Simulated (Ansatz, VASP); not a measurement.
# Ga2O3: VASP beside Ansatz

One calculation is typed for both programs; each brings its own data sets. How far apart do they land? The cell is taken from a series of runs on this material, whose earlier steps may have relaxed, scaled, displaced or heated it; both programs get it as it stands.

Method: plane waves, with VASP 6.6.1 beside it; r2SCAN with rVV10 and r2SCAN with D4, in Ansatz 0.2.0.

**1. The starting structure**

The structure is monoclinic, space group C2/m (No. 12). The conventional cell has a = 12.214 Å, b = 3.037 Å, c = 5.798 Å, α = 90.00°, β = 103.83°, γ = 90.00°. Nearest to Ga lie 4 O at 1.83 to 1.86 Å. Ga has 6 O at 1.93 to 2.07 Å nearest. O has 3 Ga at 1.83 to 1.94 Å nearest. Nearest to O lie 4 Ga at 1.86 to 2.07 Å. Nearest to O lie 3 Ga at 1.84 to 1.93 Å. Farther neighbours and most contacts between anions are not listed.

As a file:

```cif
data_structure
_symmetry_space_group_name_H-M 'P 1'
_symmetry_Int_Tables_number 1
_cell_length_a 6.2930
_cell_length_b 6.2930
_cell_length_c 5.7981
_cell_angle_alpha 103.414
_cell_angle_beta 103.414
_cell_angle_gamma 27.928
_cell_volume 104.42
loop_
_atom_site_label
_atom_site_type_symbol
_atom_site_fract_x
_atom_site_fract_y
_atom_site_fract_z
_atom_site_occupancy
Ga1 Ga 0.09073 0.09073 0.79498 1
Ga2 Ga 0.90927 0.90927 0.20502 1
Ga3 Ga 0.65884 0.65884 0.31428 1
Ga4 Ga 0.34116 0.34116 0.68572 1
O5 O 0.16498 0.16498 0.10921 1
O6 O 0.83502 0.83502 0.89079 1
O7 O 0.17310 0.17310 0.56289 1
O8 O 0.82690 0.82690 0.43711 1
O9 O 0.49624 0.49624 0.25571 1
O10 O 0.50376 0.50376 0.74429 1
```

**2. Ansatz: single point, r2SCAN with rVV10**

Ansatz runs on PAW files that the input asks for by source.

With cell and atoms fixed, the geometry can't cause a difference; cores, projectors, grids and the points listed under the comparison can.

input.yaml reads:

```yaml
crystal:
  lattice:
    - [6.107, -1.51855, 0.0]
    - [6.107, 1.51855, 0.0]
    - [-1.3859889, 0.0, 5.63000874]
  atoms:
    - { symbol: Ga, position: [0.0907257161, 0.0907257161, 0.7949827243] }
    - { symbol: Ga, position: [0.9092742839, 0.9092742839, 0.2050172757] }
    - { symbol: Ga, position: [0.6588354858, 0.6588354858, 0.3142837562] }
    - { symbol: Ga, position: [0.3411645142, 0.3411645142, 0.6857162438] }
    - { symbol: O, position: [0.1649755202, 0.1649755202, 0.1092149221] }
    - { symbol: O, position: [0.8350244798, 0.8350244798, 0.8907850779] }
    - { symbol: O, position: [0.1730977481, 0.1730977481, 0.5628885815] }
    - { symbol: O, position: [0.8269022519, 0.8269022519, 0.4371114185] }
    - { symbol: O, position: [0.4962434269, 0.4962434269, 0.2557091363] }
    - { symbol: O, position: [0.5037565731, 0.5037565731, 0.7442908637] }
kpoints:
  mp_grid: { grid: [8, 8, 4] }
hamiltonian:
  xc: r2scan
  pseudopotentials: { kind: paw, source: ansatz }
  dispersion: rvv10
scf:
  occupations: { method: fixed }
  n_extra_bands: 7
  lower_state_search: "off"
  convergence: { dr2_threshold: 1.0e-09 }
output:
  eigenvalues: true
```

Run with:

```console
ansatz run input.yaml --threads 16 --pin off --max-ram 73728MiB --backend cpu --events-out ev --progress --plain --runs-dir out
```

Numbers of over 12 decimals in the logs are rounded to 6 here.

Log:

```text
basis.fft_grid_basis auto: the FFT boxes are laid along the combinations [[1, -1, 0], [0, 1, 0], [0, 0, 1]] of the cell's own vectors, 3.037, 6.293 and 5.798 Å long. The dense box has 60×120×108 points. Along the cell's own vectors, as sized, it would have 120×120×108, 2.00 times as many. Of the 4 symmetry operations that the crystal satisfies within crystal.symmetry.tolerance (time reversal apart; of a slab, those t [...]
scf.n_extra_bands = 7 over 60 filled bands (N_el = 120.0): the run solves 67 bands
Engine: ansatz 0.2.0, aarch64-unknown-linux-gnu
Pseudopotentials: kind: paw
Pseudopotential: Ga, paw, valence charge 21, recommended cutoff 1300 eV (meta_gga), Ga.paw.azcp
Pseudopotential: O, paw, valence charge 6, recommended cutoff 1050 eV (meta_gga), O.paw.azcp
Functional definition: r2SCAN+rVV10
  parameter k0 = 0.174
  parameter k1 = 0.065
  parameter a1 = 4.9479
  exchange = r2scan_x(k0 = k0, k1 = k1, a1 = a1)
  correlation = r2scan_c + rvv10(11.95, 0.0093)
Crystal: 10 atoms, lattice volume = 104.423 Å³
Basis set: ecut = 1300 eV, 11083 PW (Γ), FFT grids on a1−a2, a2, a3, exchange–correlation on 240×480×432 points (64 copies of the dense FFT grid, shifted against one another)
Bands: 67, of which v1, the nominal top of the filled ones, is band 60 counted from 1 (59 counted from 0)
Symmetry: 4 space group operations
Space group: C2/m (ITA 12), of the structure as read, at distance tolerance 4.7e-5 Å
k-points: 78 of 256
Non-local potential: Ga, projectors of the file, l = 0: 3, l = 1: 3, l = 2: 3, l = 3: 2
Non-local potential: O, projectors of the file, l = 0: 2, l = 1: 2, l = 2: 1
PAW form: soft (Blöchl's): semilocal exchange-correlation on the pseudo side does not see the compensation charge
rVV10 density: all electrons in the spheres
PAW frozen core: Ga, regenerated for the run's functional (the file was generated under x = pbe(κ = 0.804, μ = 0.219515), c = pbe(β = 0.066725))
PAW frozen core: O, regenerated for the run's functional (the file was generated under x = pbe(κ = 0.804, μ = 0.219515), c = pbe(β = 0.066725))
PAW one-centre angular grid: Ga, 590 points (default); XC on 160 Gauss nodes
PAW one-centre angular grid: O, 302 points (default); XC on 160 Gauss nodes
Initial density: superposition of atomic densities (chi_scale 0.1, normalization cell, long waves kept (reshape's long-wave potential 0.03 eV rms))
Initial wavefunctions: pseudopotential atomic-orbital guess
Functional: x = r2scan, c = r2scan + rvv10(b = 11.95, C = 0.0093); τ floored in thin density (d = 2e-4 eV/Å³)
SCF iter   1: F=-37090.274454 eV  HF=-37097.729410 eV  |F-HF|=7.45e0  |Δ(HF+E_count)|=         —  Δρ=1.60e-1  dr2=1.15e1  dr2_τ=1.51e0  ethr=3.10e-3  ⟨swp⟩=5.0  Hψ=17371  notcnv=0  defer=319
preconditioner: auto → Resta (q_TF=auto, 2.792 Å⁻¹)  ε∞=4.2  [insulator: Δε(μ)=2.781 eV  Ē_g=19.154 eV  n_scr=42 (ndim 8)  ℏωp=34.1 eV  f_vac=0.002  ε∞_Penn≈4.2]
SCF iter   2: F=-37095.406663 eV  HF=-37095.236574 eV  |F-HF|=1.70e-1  |Δ(HF+E_count)|=    2.49e0  Δρ=4.98e-2  dr2=1.10e0  dr2_τ=1.22e0  ethr=3.10e-3  ⟨swp⟩=3.0  Hψ=11843  notcnv=0  defer=324
SCF iter   3: F=-37095.486040 eV  HF=-37095.475745 eV  |F-HF|=1.03e-2  |Δ(HF+E_count)|=   2.39e-1  Δρ=2.63e-2  dr2=3.90e-1  dr2_τ=6.43e-2  ethr=9.18e-4  ⟨swp⟩=2.2  Hψ=5542  notcnv=0  defer=387
SCF iter   4: F=-37095.525261 eV  HF=-37095.526993 eV  |F-HF|=1.73e-3  |Δ(HF+E_count)|=   5.12e-2  Δρ=4.03e-3  dr2=1.06e-2  dr2_τ=5.04e-3  ethr=3.25e-4  ⟨swp⟩=3.8  Hψ=9010  notcnv=0  defer=389
SCF iter   5: F=-37095.527243 eV  HF=-37095.527536 eV  |F-HF|=2.93e-4  |Δ(HF+E_count)|=   5.43e-4  Δρ=1.57e-3  dr2=1.43e-3  dr2_τ=1.07e-3  ethr=8.84e-6  ⟨swp⟩=2.9  Hψ=8923  notcnv=0  defer=390
SCF iter   6: F=-37095.527594 eV  HF=-37095.527672 eV  |F-HF|=7.86e-5  |Δ(HF+E_count)|=   1.36e-4  Δρ=5.36e-4  dr2=1.35e-4  dr2_τ=7.93e-5  ethr=1.19e-6  ⟨swp⟩=2.0  Hψ=8924  notcnv=0  defer=390
SCF iter   7: F=-37095.527639 eV  HF=-37095.527648 eV  |F-HF|=8.97e-6  |Δ(HF+E_count)|=   2.43e-5  Δρ=1.80e-4  dr2=1.65e-5  dr2_τ=9.81e-6  ethr=1.12e-7  ⟨swp⟩=2.0  Hψ=8640  notcnv=0  defer=390
SCF iter   8: F=-37095.527652 eV  HF=-37095.527652 eV  |F-HF|=5.64e-7  |Δ(HF+E_count)|=   4.37e-6  Δρ=5.58e-5  dr2=1.71e-6  dr2_τ=7.42e-7  ethr=1.37e-8  ⟨swp⟩=2.0  Hψ=9736  notcnv=0  defer=389
SCF iter   9: F=-37095.527972 eV  HF=-37095.527972 eV  |F-HF|=2.85e-8  |Δ(HF+E_count)|=   3.20e-4  Δρ=1.80e-5  dr2=1.11e-7  dr2_τ=1.12e-8  ethr=1.42e-9  ⟨swp⟩=2.0  Hψ=8631  notcnv=0  defer=311
SCF iter  10: F=-37095.527972 eV  HF=-37095.527972 eV  |F-HF|=1.87e-8  |Δ(HF+E_count)|=   1.72e-8  Δρ=7.42e-6  dr2=2.29e-8  dr2_τ=1.00e-8  ethr=9.21e-11  ⟨swp⟩=2.0  Hψ=9561  notcnv=0  defer=311
SCF iter  11: F=-37095.527972 eV  HF=-37095.527972 eV  |F-HF|=5.97e-10  |Δ(HF+E_count)|=   5.88e-9  Δρ=1.16e-6  dr2=8.00e-10  dr2_τ=1.86e-10  ethr=1.00e-12  ⟨swp⟩=10.4  Hψ=26031  notcnv=0
SCF 1 converged in 11 iterations: F = -37095.527972 eV  dr2 = 8.00e-10
  greatest PAW one-centre occupation: 0.995 electrons in one spin orbital (limit 2), on the Ga atom at site 1 (counted from 0), in its partial waves of l = 0
SCF converged after 11 iterations
Free energy (F): -37095.527972 eV
Harris-Foulkes:  -37095.527972 eV  (|F-HF|=5.97e-10)
Internal energy: -37095.527972 eV  (E = F + TS)
E sigma→0 (E₀):  -37095.527972 eV
Fermi energy:    8.977761 eV
--- Per-component energies (eV) ---
  E_band       = -3199.569125
  E_kinetic    = 4625.972623
  E_local      = -37311.972896  (includes V_loc(G=0)·N_el)
  E_nonlocal   = 7688.840563
  E_hartree    = 13889.768273
  E_xc         = -1137.631504
  E_vxc        = -1688.564192  (∫ρ·V_xc dr)
  E_paw        = -9239.985509  (= ΣΔE_a)
  E_vpaw       = -4423.174928  (= ΣTr[D̂ρ^β])
  E_aug_tail   = 0.000118  (compensation charges beyond the density's cutoff)
  E_vtau       = 129.794347  (kinetic-family band-sum trace: ∫τ·v_τ [+ j·A + Jᵃ·Aᵃ] dr)
  E_ewald      = -15609.091644
  E_core_change = -1.427997  (= ΣΔE_core)
  E_smearing   = -0.000000  (= −TS)
  E_closure    = 0.000000  (closes the sum)
  Σ components = -37095.527972   (vs F -37095.527972, Δ=0.00e0)
--- Band table (eV; the first three rows and the last of 78) ---
  k-point 0: bands = [... 56 lower, 8.3048, 8.4954, 8.7032, 8.9592, 12.0231, 15.4080, 16.4072, 16.5627, ... 3 higher]
  k-point 1: bands = [... 56 lower, 8.3252, 8.4380, 8.4959, 8.7207, 12.9323, 15.5676, 16.2887, 16.6457, ... 3 higher]
  k-point 2: bands = [... 56 lower, 8.3027, 8.3420, 8.5090, 8.6755, 14.4250, 14.5338, 16.5087, 17.0040, ... 3 higher]
  k-point 77: bands = [... 56 lower, 8.3505, 8.3898, 8.3899, 8.9713, 14.8777, 14.9745, 15.9711, 16.3116, ... 3 higher]
```

Reading the cycles: dr2 is the Hartree energy of the density residual (eV), the measure of convergence; HF is the Harris–Foulkes estimate of the energy, which meets the free energy F at convergence.

(Part 1 of 3 ends here.)

[Lines on the potential files, build, host, timing and source positions are cut from VASP's logs without a mark.]

[Logs are printed without paths, hosts, clocks, repeated set-up lines and the standing remarks that a program may print on its own settings, such as how far it seeks lower states.]

[Hosts, paths, dates, database ids (printed as entryN), source tags and the programs' standing remarks are cut or masked in the printed files.]
